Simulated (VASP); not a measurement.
# BaCu4As2 in VASP: single point with r2SCAN

Aim: the single point of BaCu4As2 with r2SCAN.

Everything below comes from runs of VASP 6.6.1. Logs are shortened: lines on timing, memory, paths and dates and some standing lists are left out, and cuts for length are marked.

### Step 1. Starting point

The cell holds a amorphous, 7 atoms: a = 6.302 Å, b = 5.191 Å, c = 4.469 Å, α = 70.79°, β = 96.79°, γ = 82.06°.

The cell was built by a generator and needn't be a form met in nature.

### Step 2. Single point, r2SCAN

POSCAR

```
BaCu4As2
1.0
    6.1620190000      0.8774880000     -0.9895080000
    0.0121360000      5.1894270000      0.1124330000
   -0.0538800000      1.3785260000      4.2507760000
Cu Ba As
4 1 2
Direct
    0.9434020000      0.3600700000      0.4950340000
    0.2781180000      0.3580490000      0.2590040000
    0.2390110000      0.6149400000      0.6785240000
    0.6012160000      0.5701090000      0.0588020000
    0.8989260000      0.9666080000      0.1306690000
    0.5164830000      0.9018100000      0.5027490000
    0.5809670000      0.3809180000      0.6261370000
```

INCAR.step1

```
SYSTEM = BaCu4As2
ALGO = Normal
EDIFF = 1E-4
ENCUT = 520
GGA = PE
ISMEAR = -1
LASPH = .True.
LCHARG = .False.
LREAL = .False.
LWAVE = .True.
NBANDS = 41
NELM = 100
PREC = Accurate
SIGMA = 0.0217
```

INCAR.step2

```
SYSTEM = BaCu4As2
ALGO = Normal
EDIFF = 1E-6
ENCUT = 520
ISIF = 2
ISMEAR = -1
ISTART = 1
LASPH = .True.
LCHARG = .False.
LMIXTAU = .True.
LREAL = .False.
LWAVE = .False.
METAGGA = R2SCAN
NBANDS = 41
NELM = 100
PREC = Accurate
SIGMA = 0.0217
```

KPOINTS

```
Automatic mesh
0
Gamma
  3 4 4
  0.5 0.5 0.5
```

Potentials or basis: VASP PAW PBE potentials, release 64 (Cu, Ba_sv, As).

Launch:

```
$ cat potpaw_PBE.64/Cu/POTCAR potpaw_PBE.64/Ba_sv/POTCAR potpaw_PBE.64/As/POTCAR > POTCAR
$ cp INCAR.step1 INCAR
$ mpirun -np 1 vasp_std > vasp.out
$ cp INCAR.step2 INCAR
$ mpirun -np 1 vasp_std > vasp.out
```

OUTCAR:

```text
SYSTEM = BaCu4As2
   EDIFF = 1E-6
   ENCUT = 520
   ISIF = 2
   ISMEAR = -1
   ISTART = 1
   LASPH = .True.
   LREAL = .False.
   METAGGA = R2SCAN
   NELM = 100
   PREC = Accurate

 ion  position               nearest neighbor table
   1  0.943  0.360  0.495-   7 2.42   2 2.47   4 2.57   3 2.63   5 2.97   5 2.99   5 3.02
   2  0.278  0.358  0.259-   7 2.41   6 2.45   3 2.46   1 2.47   4 2.56   3 2.65   5 3.46   5 3.52

   3  0.239  0.615  0.679-   7 2.40   2 2.46   6 2.48   4 2.61   1 2.63   2 2.65   5 2.94
   4  0.601  0.570  0.059-   7 2.43   7 2.44   6 2.46   2 2.56   1 2.57   3 2.61   5 3.04   5 3.32

   5  0.899  0.967  0.131-   7 2.88   3 2.94   1 2.97   1 2.99   1 3.02   4 3.04   6 3.08   4 3.32
                             2 3.46   2 3.52   6 3.61
   6  0.516  0.902  0.503-   2 2.45   4 2.46   3 2.48   7 2.54   7 2.79   5 3.08   5 3.61
   7  0.581  0.381  0.626-   3 2.40   2 2.41   1 2.42   4 2.43   4 2.44   6 2.54   6 2.79   5 2.88

  LATTYP: Found a triclinic cell.
 ALAT       =     7.4619921108
 B/A-ratio  =     1.0173316689
 C/A-ratio  =     1.1706596531
 COS(alpha) =     0.0076393359
 COS(beta)  =     0.5035021626
 COS(gamma) =     0.8238580394

  Lattice vectors:

 A1 = (  -6.0960030000,   2.9334130000,  -3.1488350000)
 A2 = (  -6.1498830000,   4.3119390000,   1.1019410000)
 A3 = (   0.1198960000,   2.4323750000,  -8.3891190000)

Analysis of symmetry for initial positions (statically):
=====================================================================
 Subroutine PRICEL returns:
 Original cell was already a primitive cell.

 Routine SETGRP: Setting up the symmetry group for a
 triclinic supercell.

 Subroutine GETGRP returns: Found  1 space group operations
 (whereof  1 operations were pure point group operations)
 out of a pool of  2 trial point group operations.

The static configuration has the point symmetry C_1 .

Analysis of symmetry for dynamics (positions and initial velocities):
=====================================================================
 Subroutine PRICEL returns:
 Original cell was already a primitive cell.

 Routine SETGRP: Setting up the symmetry group for a
 triclinic supercell.

 Subroutine GETGRP returns: Found  1 space group operations
 (whereof  1 operations were pure point group operations)
 out of a pool of  2 trial point group operations.

The dynamic configuration has the point symmetry C_1 .

 Subroutine INISYM returns: Found  1 space group operations
[... 109 lines left out ...]
   NSW    =      0    number of steps for IOM
   IBRION =     -1    ionic relax: 0-MD 1-quasi-New 2-CG
   NFREE  =      0    steps in history (QN), initial steepest desc. (CG)
   ISIF   =      2    stress and relaxation
   ISYM   =      2    0-nonsym 1-usesym 2-fastsym
   POTIM  = 0.5000    time-step for ionic-motion
   TEBEG  =    0.0;   TEEND  =   0.0 temperature during run
   PSTRESS=    0.0 pullay stress
   NELECT =      64.0000    total number of electrons
   NUPDOWN=      -1.0000    fix difference up-down
   EMIN   =  10.00;   EMAX   =-10.00  energy-range for DOS
   EFERMI =   0.00;   METHOD = LEGACY
   ISMEAR =    -1;   SIGMA  =   0.02  broadening in eV -4-tet -1-fermi 0-gaus
   EFERMI_NEDOS =   21; number of points for ismear=-14 and -15
   IALGO  =     38    algorithm
   IMIX   =      4    mixing-type and parameters
     AMIX     =   0.40;   BMIX     =  1.00
     AMIX_MAG =   1.60;   BMIX_MAG =  1.00
  volume/ion in A,a.u.               =      19.23       129.79
  Fermi-wavevector in a.u.,A,eV,Ry     =   1.277677  2.414460 22.210962  1.632460
  Thomas-Fermi vector in A             =   2.410263
   LORBIT       =      0    0 simple, 1 ext, 2 COOP (PROOUT), +10 PAW based schemes
   METAGGA = R2SCAN    functional components
   LHFCALC =     F    Hartree Fock is set to
   AEXX    =    0.0000 exact exchange contribution
   IVDW    =     0    specifies the selected vdW correction
   LEPSILON=     F    determine dielectric tensor
   LRPA    =     F    only Hartree local field effects (RPA)
 non-spin polarized calculation
  energy-cutoff  :      520.00
  volume of cell :      134.63
 maximum number of plane-waves:      3639
 NGX is ok and might be reduce to    48
   NGX = 23   NGY = 19   NGZ = 17

 number of electron      64.0000006 magnetization

 Free energy of the ion-electron system (eV)
  ---------------------------------------------------
  ext. energy  EPLUGINS =         0.00000000
  ---------------------------------------------------
  free energy    TOTEN  =       -97.74264751 eV

  energy without entropy =      -97.74008170  energy(sigma->0) =      -97.74136460

 E-fermi :   4.9248     XC(G=0): -11.0274

 val. band max:        4.8761781601   @ k =  -0.1667   0.1250   0.3750
 cond. band min:       4.9794923856   @ k =   0.1667  -0.3750   0.1250
 fundamental gap:      0.1033142255
 Fermi energy:         4.9247716049

 k-point     1 :       0.1667    0.1250    0.1250
  band No.  band energies     occupation
      1     -23.5793      2.00000
      2      -9.5191      2.00000
      3      -8.7538      2.00000
      4      -8.5087      2.00000
      5      -7.9957      2.00000
      6      -4.7634      2.00000
[... 1045 lines left out ...]
     40      10.1512      0.00000
     41      10.8940      0.00000

------------------------ aborting loop because EDIFF is reached ----------------------------------------

  FORCE on cell =-STRESS in cart. coord.  units (eV):
  Direction    XX          YY          ZZ          XY          YZ          ZX
  --------------------------------------------------------------------------------------
  -------------------------------------------------------------------------------------
  Total        3.8479454     10.3919637      3.2026977     -2.3456896     -2.6392057      1.9313341
  in kB       45.7929583    123.6708719     38.1141066    -27.9151737    -31.4081993     22.9840844
  external PRESSURE =      69.1926456 kB  Pullay stress =       0.0000000 kB

 VOLUME and BASIS-vectors are now :
 -----------------------------------------------------------------------------
  energy-cutoff  :      520.00
  volume of cell :      134.63
      direct lattice vectors                 reciprocal lattice vectors
     6.162019000  0.877488000 -0.989508000     0.162698905 -0.000428177  0.002201120
     0.012136000  5.189427000  0.112433000    -0.037837628  0.194162608 -0.063446508
    -0.053880000  1.378526000  4.250776000     0.038874329 -0.005235272  0.237441707

 POSITION                                       TOTAL-FORCE (eV/Angst)
 -----------------------------------------------------------------------------------
      5.79096      3.37880      1.21126         0.469488      0.781606     -0.173294
      1.70416      2.45916      0.86602        -0.541846     -0.103971      0.139696
      1.44369      4.33628      2.71689        -0.102535     -0.414991      0.487010
      3.70846      3.56716     -0.28085        -0.526644      0.150843      0.262261
      5.54389      5.98507     -0.22537         1.512866     -0.449401      0.222949
      3.16643      5.82614      1.72740        -0.780811      0.648945      0.687516
      3.55082      3.34968      2.12952        -0.030517     -0.613031     -1.626137
 -----------------------------------------------------------------------------------
    total drift:                               -0.034087     -0.011442      0.027243

  FREE ENERGIE OF THE ION-ELECTRON SYSTEM (eV)
  ---------------------------------------------------
  free  energy   TOTEN  =       -97.7426475090 eV

  energy  without entropy=      -97.7400816981  energy(sigma->0) =      -97.74136460
```

OUTCAR.step1:

```text
SYSTEM = BaCu4As2
   EDIFF = 1E-4
   ENCUT = 520
   GGA = PE
   ISMEAR = -1
   LASPH = .True.
   LREAL = .False.
   NELM = 100
[... 1300 lines left out ...]
      5.54389      5.98507     -0.22537         1.420845     -0.410304      0.176945
      3.16643      5.82614      1.72740        -0.658202      0.759940      0.485067
      3.55082      3.34968      2.12952         0.069873     -0.789904     -1.340671
 -----------------------------------------------------------------------------------
    total drift:                               -0.002626     -0.000944      0.002995

  FREE ENERGIE OF THE ION-ELECTRON SYSTEM (eV)
  ---------------------------------------------------
  free  energy   TOTEN  =       -24.6842874060 eV

  energy  without entropy=      -24.6807794153  energy(sigma->0) =      -24.68253341
```

OSZICAR.step1:

```text
N       E                     dE             d eps       ncg     rms          rms(c)
DAV:   1     0.569402674100E+03    0.56940E+03   -0.27079E+04  1968   0.198E+03
DAV:   2     0.413708781008E+02   -0.52803E+03   -0.50880E+03  1976   0.416E+02
DAV:   3    -0.251312977064E+02   -0.66502E+02   -0.61136E+02  2483   0.178E+02
DAV:   4    -0.299222870905E+02   -0.47910E+01   -0.47026E+01  3352   0.465E+01
DAV:   5    -0.300462615116E+02   -0.12397E+00   -0.12377E+00  3048   0.824E+00    0.229E+01
DAV:   6    -0.330558642759E+02   -0.30096E+01   -0.10548E+02  2464   0.216E+02    0.179E+01
DAV:   7    -0.250007496689E+02    0.80551E+01   -0.34326E+01  2536   0.105E+02    0.589E+00
DAV:   8    -0.246840922122E+02    0.31666E+00   -0.49592E+00  2984   0.323E+01    0.286E+00
DAV:   9    -0.247347181552E+02   -0.50626E-01   -0.10588E+00  3197   0.290E+01    0.235E+00
DAV:  10    -0.246879158735E+02    0.46802E-01   -0.33469E-01  2901   0.182E+01    0.735E-01
DAV:  11    -0.246832765248E+02    0.46393E-02   -0.61986E-02  3079   0.797E+00    0.320E-01
DAV:  12    -0.246841971769E+02   -0.92065E-03   -0.11348E-02  3096   0.174E+00    0.197E-01
DAV:  13    -0.246842763599E+02   -0.79183E-04   -0.15978E-03  3047   0.715E-01    0.541E-02
DAV:  14    -0.246842874060E+02   -0.11046E-04   -0.49783E-04  1944   0.732E-01
   1 F= -.24684287E+02 E0= -.24682533E+02  d E =-.350799E-02
```

Run time: 5.9 min. Hardware: 1 thread of Intel Xeon 6975P-C (Granite Rapids), shared host; peak memory 0.34 GiB.

What came out:

| Item | Value |
| --- | --- |
| Free energy | -97.7426 eV |
| Pressure | 6.9 GPa |
| Largest force | 1.738 eV/Å |
| Band gap on the k mesh | none (metal or under the smearing width) |

Forces in eV/Å, atoms in the order of the input:
```
Cu   0.469  0.782 -0.173
Cu  -0.542 -0.104  0.140
Cu  -0.103 -0.415  0.487
Cu  -0.527  0.151  0.262
Ba   1.513 -0.449  0.223
As  -0.781  0.649  0.688
As  -0.031 -0.613 -1.626
```

Stress tensor (GPa, compression positive):
```
 4.58 -2.79  2.30
-2.79 12.37 -3.14
 2.30 -3.14  3.81
```

Levels at points of the mesh, in eV from the Fermi level:
| k point | band 28 | band 29 | band 30 | band 31 | band 32 | band 33 | band 34 | band 35 | band 36 | band 37 |
| --- | --- | --- | --- | --- | --- | --- | --- | --- | --- | --- |
| (0.17, 0.12, 0.12) | -2.11 | -1.99 | -1.50 | -0.81 | -0.32 | 0.37 | 1.45 | 1.75 | 2.80 | 3.32 |

Caveat: the k mesh is coarse (spacing up to 0.38 Å⁻¹), so the values aren't converged; the PAW data sets were made with another functional, which shifts forces and pressure a little. The run has no spin-orbit coupling, so splittings on Ba are missing.
